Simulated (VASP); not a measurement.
These are PBE GGA with D4 dispersion, VASP's PBE PAW potentials (set 64) (plane waves; VASP) values and carry that method's errors.

The input files of a VASP run:

**INCAR**
```
LREAL = .FALSE.   # projection in real space or not
EDIFFG = -0.01   # ionic stop
SYSTEM = Ge
SIGMA = 0.1
ISIF = 3   # ions, shape and volume
LASPH = .TRUE.
IBRION = 2
EDIFF = 1E-6
NELM = 100
LCHARG = .FALSE.
NSW = 60   # most ionic steps
LWAVE = .FALSE.
PREC = Accurate
ENCUT = 520
GGA = PE
IVDW = 13   # D4
ALGO = Normal   # blocked Davidson
ISMEAR = 1
LMAXMIX = 4
```

File POSCAR:
```
Ge
1.0
  0.0000000000   2.8457672072   2.8457672072
  2.8457672072   0.0000000000   2.8457672072
  2.8457672072   2.8457672072   0.0000000000
Ge
2
Cartesian
  0.0000000000   0.0000000000   0.0000000000
  1.4228836036   1.4228836036   1.4228836036
```

KPOINTS:
```
K-points
0
G
10 10 10
```

POTCAR, in this order: Ge_d (PBE.64 set). Program: vasp_std.

Output of the run:

**OUTCAR**
```
 ion  position               nearest neighbor table
   1  0.000  0.000  0.000-   2 2.46   2 2.46   2 2.46   2 2.46
   2  0.250  0.250  0.250-   1 2.46   1 2.46   1 2.46   1 2.46
  LATTYP: Found a face centered cubic cell.
 ALAT       =     5.6915344144
 Subroutine PRICEL returns:
 Original cell was already a primitive cell.
 Subroutine GETGRP returns: Found 48 space group operations
The static configuration has the point symmetry T_d .
 The point group associated with its full space group is O_h .
The dynamic configuration has the point symmetry T_d .
 Subroutine INISYM returns: Found 48 space group operations
 Subroutine IBZKPT returns following result:
 Found     47 irreducible k-points:

 Following reciprocal coordinates:
            Coordinates               Weight
  0.000000  0.000000  0.000000      1.000000
  0.100000  0.000000  0.000000      8.000000
  0.200000  0.000000  0.000000      8.000000
  0.300000  0.000000  0.000000      8.000000
  0.400000  0.000000  0.000000      8.000000
  0.500000  0.000000  0.000000      4.000000
  0.100000  0.100000  0.000000      6.000000
  0.200000  0.100000  0.000000     24.000000
...
```

File OSZICAR:
```
       N       E                     dE             d eps       ncg     rms          rms(c)
DAV:   1     0.164682670544E+03    0.16468E+03   -0.15607E+04  1730   0.421E+03
DAV:   2     0.115914697670E+02   -0.15309E+03   -0.15071E+03  1716   0.542E+02
DAV:   3    -0.847173567595E+01   -0.20063E+02   -0.19909E+02  1828   0.147E+02
DAV:   4    -0.909294623085E+01   -0.62121E+00   -0.61971E+00  1914   0.295E+01
DAV:   5    -0.910384630512E+01   -0.10900E-01   -0.10899E-01  1930   0.407E+00    0.313E+00
DAV:   6    -0.905121348982E+01    0.52633E-01   -0.22473E-02  1864   0.164E+00    0.187E+00
DAV:   7    -0.901994028267E+01    0.31273E-01   -0.55857E-02  1802   0.236E+00    0.158E-01
DAV:   8    -0.902171080947E+01   -0.17705E-02   -0.69793E-03  1924   0.130E+00    0.612E-02
DAV:   9    -0.902169818718E+01    0.12622E-04   -0.23897E-04  2196   0.308E-01    0.198E-02
DAV:  10    -0.902172443428E+01   -0.26247E-04   -0.12245E-04  1886   0.188E-01    0.622E-03
DAV:  11    -0.902172566657E+01   -0.12323E-05   -0.13767E-05  2124   0.714E-02    0.193E-03
DAV:  12    -0.902172591395E+01   -0.24738E-06   -0.67236E-07  1306   0.123E-02
   1 F= -.96641089E+01 E0= -.96641232E+01  d E =-.966411E+01
```

File OUTCAR:
```
------------------------ aborting loop because EDIFF is reached ----------------------------------------
  Edisp (eV):   -0.64238
  FORCE on cell =-STRESS in cart. coord.  units (eV):
  Direction    XX          YY          ZZ          XY          YZ          ZX
  --------------------------------------------------------------------------------------
  Total       0.01055     0.01055     0.01055     0.00000     0.00000     0.00000
  in kB       0.36668     0.36668     0.36668     0.00000     0.00000     0.00000
  external pressure =        0.37 kB  Pullay stress =        0.00 kB
  volume of cell :       46.09
      direct lattice vectors                 reciprocal lattice vectors
     0.000000000  2.845767207  2.845767207    -0.175699544  0.175699544  0.175699544
     2.845767207  0.000000000  2.845767207     0.175699544 -0.175699544  0.175699544
     2.845767207  2.845767207  0.000000000     0.175699544  0.175699544 -0.175699544
 POSITION                                       TOTAL-FORCE (eV/Angst)
 -----------------------------------------------------------------------------------
      0.00000      0.00000      0.00000        -0.000000     -0.000000     -0.000000
      1.42288      1.42288      1.42288         0.000000      0.000000      0.000000
 -----------------------------------------------------------------------------------
    total drift:                                0.000000     -0.000000      0.000000
  FREE ENERGIE OF THE ION-ELECTRON SYSTEM (eV)
  ---------------------------------------------------
  free  energy   TOTEN  =        -9.6641089437 eV

  energy  without entropy=       -9.6641517702  energy(sigma->0) =       -9.66412322

 reached required accuracy - stopping structural energy minimisation
```
(Selected blocks of OUTCAR.)

The compound is Ge in the diamond structure. It was relaxed first. The start is the result of an earlier pass.
